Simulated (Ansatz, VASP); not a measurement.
# TiSi2As6 (TiSi2As4 under arsenene, AA) in two plane-wave programs, part 2 of 2

Aim: how closely do two programs agree when they are given the same cell, functional and k mesh? The structure shown is the start of the Ansatz relaxation below; VASP solves that cell, so the two are compared at the walk's first step.

VASP 6.6.1 and Ansatz 0.2.0.

So far: Set-up; Ansatz: relaxation, PBE with D3(BJ).

### Step 3. VASP: single point, PBE with D3(BJ), start cell

Level of this step: PBE with D3(BJ); plane waves and PAW (As, Si, Ti_sv) (VASP).

The same cell, functional, mesh and smearing now go to VASP, with its own data sets.

Lines of VASP's logs that name or quote its potential files are left out, and so is its time.

INCAR

```
SYSTEM = TiSi2As6
PREC = Accurate
ENCUT = 400
EDIFF = 1E-06
NELM = 120
ISMEAR = -1
SIGMA = 0.05
LREAL = .FALSE.
ALGO = Normal
GGA = PE
IVDW = 12
NBANDS = 34
LASPH = .TRUE.
LORBIT = 11
LWAVE = .FALSE.
LCHARG = .FALSE.
ISIF = 2
LDIPOL = .TRUE.
IDIPOL = 3
DIPOL = 0.5 0.5 0.493
LVHAR = .TRUE.
GGA_COMPAT = .FALSE.
NELMDL = -8
KPAR = 2
```

POSCAR

```
TiSi2As6
1.0
    3.6200000000      0.0000000000      0.0000000000
   -1.8100000000      3.1350120000      0.0000000000
    0.0000000000      0.0000000000     57.9950840000
As Si Ti
6 2 1
Direct
    0.0000000000      0.0000000000      0.3836532076
    0.3333333333      0.6666666667      0.4352432872
    0.3333333333      0.6666666667      0.4888881961
    0.0000000000      0.0000000000      0.5404782930
    0.6666666667      0.3333333333      0.5922068153
    0.3333333333      0.6666666667      0.6163467924
    0.3333333333      0.6666666667      0.3967917522
    0.3333333333      0.6666666667      0.5273397311
    0.0000000000      0.0000000000      0.4620657503
```

KPOINTS

```
Automatic mesh
0
Gamma
12 12 1
0 0 0
```

Potentials, in the order of the species: As, Si and Ti_sv (PBE family, release 64).

Started as:

```console
$ mpirun -np 2 vasp_std
```

Numbers of over 12 decimals in the logs are rounded to 6 here.

The log of the run:

```text
[banner, memory and clock lines left out]
running    2 mpi-ranks, on    1 nodes
 distrk:  each k-point on    1 cores,    2 groups
 distr:  one band on    1 cores,    1 groups

 POSCAR found type information on POSCAR AsSiTi
 POSCAR found :  3 types and       9 ions
 LDA part: xc-table for (Slater+PW92), standard interpolation
|                                                                             |
|           W    W    AA    RRRRR   N    N  II  N    N   GGGG   !!!           |
|           W    W   A  A   R    R  NN   N  II  NN   N  G    G  !!!           |
|           W    W  A    A  R    R  N N  N  II  N N  N  G       !!!           |
|           W WW W  AAAAAA  RRRRR   N  N N  II  N  N N  G  GGG   !            |
|           WW  WW  A    A  R   R   N   NN  II  N   NN  G    G                |
|           W    W  A    A  R    R  N    N  II  N    N   GGGG   !!!           |
|                                                                             |
|     One of the lattice vectors is very long (>50 A), but AMIN is rather     |
|     large. This can spoil convergence since charge sloshing might occur     |
|     along the long lattice vector. If problems with convergence are         |
|     observed, try to decrease AMIN to a smaller value (e.g. 0.01).          |
|     Note: This warning only applies if the self-consistency cycle is        |
|     used.                                                                   |
|                                                                             |

 POSCAR, INCAR and KPOINTS ok, starting setup
 FFT: planning ... GRIDC
 FFT: planning ... GRID_SOFT
 FFT: planning ... GRID
 WAVECAR not read
 entering main loop
       N       E                     dE             d eps       ncg     rms          rms(c)
DAV:   1     0.327997262353E+03    0.32800E+03   -0.16609E+04  1500   0.887E+02
DAV:   2    -0.742719211920E+01   -0.33542E+03   -0.32565E+03  1856   0.221E+02
DAV:   3    -0.467374000016E+02   -0.39310E+02   -0.38765E+02  1794   0.752E+01
DAV:   4    -0.494992330279E+02   -0.27618E+01   -0.27464E+01  2064   0.186E+01
DAV:   5    -0.496919132055E+02   -0.19268E+00   -0.19265E+00  1816   0.319E+00
DAV:   6    -0.496938641783E+02   -0.19510E-02   -0.19508E-02  1944   0.500E-01
DAV:   7    -0.496939198113E+02   -0.55633E-04   -0.55631E-04  1904   0.716E-02
DAV:   8    -0.496939206682E+02   -0.85687E-06   -0.85671E-06  1760   0.959E-03    0.140E+01
DAV:   9    -0.494470737275E+02    0.24685E+00   -0.33943E+01  1802   0.275E+01    0.175E+01
DAV:  10    -0.551500799234E+02   -0.57030E+01   -0.12523E+02  2042   0.468E+01    0.128E+01
DAV:  11    -0.616280573399E+02   -0.64780E+01   -0.27365E+02  2156   0.366E+01    0.119E+01
DAV:  12    -0.470858944628E+02    0.14542E+02   -0.64053E+01  1836   0.273E+01    0.599E+00
DAV:  13    -0.469522833971E+02    0.13361E+00   -0.62404E+00  1646   0.962E+00    0.236E+00
DAV:  14    -0.467724573312E+02    0.17983E+00   -0.56924E-01  1752   0.318E+00    0.203E+00
[...]
DAV:  27    -0.465307916961E+02    0.91913E-05   -0.16087E-04  1616   0.532E-02    0.274E-02
DAV:  28    -0.465308645169E+02   -0.72821E-04   -0.36326E-04  2020   0.108E-01    0.395E-02
DAV:  29    -0.465308360079E+02    0.28509E-04   -0.18016E-04  1688   0.667E-02    0.274E-02
DAV:  30    -0.465308328828E+02    0.31251E-05   -0.26202E-05  1600   0.258E-02    0.261E-02
DAV:  31    -0.465308211566E+02    0.11726E-04   -0.84898E-06  1440   0.163E-02    0.232E-02
DAV:  32    -0.465308140452E+02    0.71114E-05   -0.26740E-05  1888   0.290E-02    0.113E-02
DAV:  33    -0.465308202601E+02   -0.62149E-05   -0.17693E-05  1672   0.196E-02    0.438E-03
DAV:  34    -0.465308208569E+02   -0.59677E-06   -0.46868E-06  1330   0.746E-03
   1 F= -.49840099E+02 E0= -.49832120E+02  d E =-.159588E-01
```

From OUTCAR (step 3):

```text
ion  position               nearest neighbor table
   1  0.000  0.000  0.384-   7 2.22   7 2.22   7 2.22
   2  0.333  0.667  0.435-   7 2.23   9 2.61   9 2.61   9 2.61
   3  0.333  0.667  0.489-   8 2.23   9 2.61   9 2.61   9 2.61
   4  0.000  0.000  0.540-   8 2.22   8 2.22   8 2.22
   5  0.667  0.333  0.592-   6 2.52   6 2.52   6 2.52
   6  0.333  0.667  0.616-   5 2.52   5 2.52   5 2.52
   7  0.333  0.667  0.397-   1 2.22   1 2.22   1 2.22   2 2.23
   8  0.333  0.667  0.527-   4 2.22   4 2.22   4 2.22   3 2.23
   9  0.000  0.000  0.462-   3 2.61   3 2.61   3 2.61   2 2.61   2 2.61   2 2.61

  LATTYP: Found a hexagonal cell.
 ALAT       =     3.6200000000
 C/A-ratio  =    16.0207414365

 Subroutine GETGRP returns: Found  6 space group operations
 (whereof  6 operations were pure point group operations)

The static configuration has the point symmetry C_3v.

 Found     19 irreducible k-points:

   k-points           NKPTS =     19   k-points in BZ     NKDIM =     19   number of bands    NBANDS=     34

   dimension x,y,z NGX =    24 NGY =   24 NGZ =  378
   dimension x,y,z NGXF=    48 NGYF=   48 NGZF=  756

   ENCUT  =  400.0 eV  29.40 Ry    5.42 a.u.   5.90  5.90 94.58*2*pi/ulx,y,z

   NELECT =      50.0000    total number of electrons

 k-points in reciprocal lattice and weights: Automatic mesh
   0.00000000  0.00000000  0.00000000       0.007
   0.08333333 -0.00000000  0.00000000       0.042
   0.16666667  0.00000000  0.00000000       0.042
   0.25000000 -0.00000000  0.00000000       0.042
   0.33333333  0.00000000  0.00000000       0.042
   0.41666667 -0.00000000  0.00000000       0.042
   0.50000000 -0.00000000  0.00000000       0.021
   0.08333333  0.08333333  0.00000000       0.042
   0.16666667  0.08333333  0.00000000       0.083
[...]
0.33333333  0.25000000  0.00000000       0.083
   0.33333333  0.33333333  0.00000000       0.014

 dipolmoment           0.000000      0.000000     -0.001561 electrons x Angstroem

 average (electrostatic) potential at core
       1 -56.7570       2 -55.7780       3 -55.8118       4 -56.9187       5 -56.7083
       6 -56.6600       7 -92.4232       8 -92.4835       9 -82.9534

 E-fermi :  -1.9602

 k-point     1 :       0.0000    0.0000    0.0000
  band No.  band energies     occupation
    ...
     19      -2.8675      2.00000
     20      -2.8675      2.00000
     21      -2.4671      1.99992
     22      -2.4671      1.99992
     23      -2.1134      1.91086
     24      -1.8925      0.41058
     25      -1.8925      0.41057
     26      -1.4464      0.00007
     27      -0.6197      0.00000
     28      -0.4091      0.00000
    ...

 k-point     2 :       0.0833   -0.0000    0.0000
  band No.  band energies     occupation
    ...
     21      -2.8210      2.00000
     22      -2.6673      2.00000
     23      -2.1042      1.89372
     24      -2.0174      1.51717
     25      -1.9943      1.32845
     26      -1.2832      0.00000
     27      -0.3359      0.00000
     28      -0.2236      0.00000
     29       0.1272      0.00000
     30       0.3024      0.00000
    ...

 k-point     3 :       0.1667    0.0000    0.0000
  band No.  band energies     occupation
    ...
     21      -3.1157      2.00000
     22      -2.6918      2.00000
     23      -2.6435      2.00000
     24      -2.2510      1.99406
     25      -2.1509      1.95685
     26      -1.4438      0.00007
     27      -0.5208      0.00000
     28      -0.4890      0.00000
     29      -0.1155      0.00000
     30       0.5689      0.00000
    ...

 Edisp (eV)   -3.30928

  Total       6.98118     6.98118    10.17348     0.00000     0.00000    -0.00000
  in kB      16.99419    16.99419    24.76515     0.00000     0.00000    -0.00000
  external pressure =       19.58 kB  Pullay stress =        0.00 kB

  energy-cutoff  :      400.00
  volume of cell :      658.17
      direct lattice vectors                 reciprocal lattice vectors
     3.620000000  0.000000000  0.000000000     0.276243094  0.159489023  0.000000000
    -1.810000000  3.135012000  0.000000000     0.000000000  0.318978045  0.000000000
     0.000000000  0.000000000 57.995084000     0.000000000  0.000000000  0.017242841

 POSITION                                       TOTAL-FORCE (eV/Angst)
 -----------------------------------------------------------------------------------
      0.00000      0.00000     22.25000        -0.000000     -0.000000     -3.327663
     -0.00000      2.09001     25.24197        -0.000000      0.000000      2.148875
     -0.00000      2.09001     28.35311         0.000000      0.000000     -2.084897
      0.00000      0.00000     31.34508         0.000000      0.000000      3.339336
      1.81000      1.04500     34.34508        -0.000000     -0.000000      0.157146
     -0.00000      2.09001     35.74508        -0.000000     -0.000000     -0.238792
     -0.00000      2.09001     23.01197        -0.000000     -0.000000      1.658904
     -0.00000      2.09001     30.58311        -0.000000      0.000000     -1.645752
      0.00000      0.00000     26.79754         0.000000     -0.000000     -0.007157
 -----------------------------------------------------------------------------------
    total drift:                               -0.000000      0.000001      0.000549

  FREE ENERGIE OF THE ION-ELECTRON SYSTEM (eV)
  ---------------------------------------------------
  free  energy   TOTEN  =       -49.8400993981 eV

  energy  without entropy=      -49.8241406341  energy(sigma->0) =      -49.83212002

 vacuum level on the upper side and lower side of the slab         2.920         2.945

 total charge
# of ion       s       p       d       tot
------------------------------------------
    1        1.216   1.719   0.054   2.989
    2        1.216   1.639   0.040   2.895
    3        1.218   1.637   0.040   2.895
    4        1.220   1.708   0.058   2.986
    5        1.301   1.359   0.043   2.703
    6        1.295   1.368   0.040   2.704
    7        0.751   0.961   0.000   1.712
    8        0.753   0.964   0.000   1.717
    9        2.167   6.130   1.901  10.198
--------------------------------------------------
tot         11.137  17.484   2.177  30.798

[... 3 further parts left out ...]
```

### Step 4. Side by side

Known differences besides the potentials themselves: Ansatz cuts the interaction across the vacuum, VASP repeats the sheet with a dipole correction; the data sets hold 110 valence electrons in Ansatz (on its default PAW (the set named soft_2) files) and 50 in VASP; the cutoff is 420 eV in Ansatz and 400 eV in VASP. Total energies have different zeros and are not compared.

Forces (eV/Å; atoms numbered as in POSCAR):

```csv
atom,"Ansatz x, y, z","VASP x, y, z"
As1,"0.000, 0.000, -3.276","0.000, 0.000, -3.328"
As2,"0.000, 0.000, 2.106","0.000, 0.000, 2.149"
As3,"0.000, 0.000, -2.044","0.000, 0.000, -2.085"
As4,"0.000, 0.000, 3.285","0.000, 0.000, 3.339"
As5,"0.000, 0.000, 0.238","0.000, 0.000, 0.157"
As6,"0.000, 0.000, -0.316","0.000, 0.000, -0.239"
Si7,"0.000, 0.000, 1.673","0.000, 0.000, 1.659"
Si8,"0.000, 0.000, -1.659","0.000, 0.000, -1.646"
Ti9,"0.000, 0.000, -0.007","0.000, 0.000, -0.007"
```

The forces differ by 29 meV/Å r.m.s., which is 2.4 % of the r.m.s. force of 1.166 eV/Å (both taken over all components). With vacuum in the cell, a pressure given here is an average over mostly empty space and none of the material.

### Step 5. Outcome

| Quantity | Value |
| --- | --- |
| r.m.s. force difference (single point, PBE with D3(BJ), start cell) | 2.4 % of the r.m.s. force |

In words: The r.m.s. force difference is 2.4 % of the r.m.s. force (single point, PBE with D3(BJ), start cell), within the 3 % picked in this series as the mark of a large difference. The data sets hold unlike numbers of valence electrons (110 in Ansatz and 50 in VASP), so part of the differences comes from the potentials. 1 further run of this series is not shown here. Such differences can come from data sets, numerical settings and the points named under the comparisons, not from the functional's error against experiment.

[Lines on the potential files, build, host, timing and source positions are cut from VASP's logs without a mark.]

[Logs are printed without paths, hosts, clocks, repeated set-up lines and the standing remarks that a program may print on its own settings, such as how far it seeks lower states.]

[Hosts, paths, dates, database ids (printed as entryN), source tags and the programs' standing remarks are cut or masked in the printed files.]
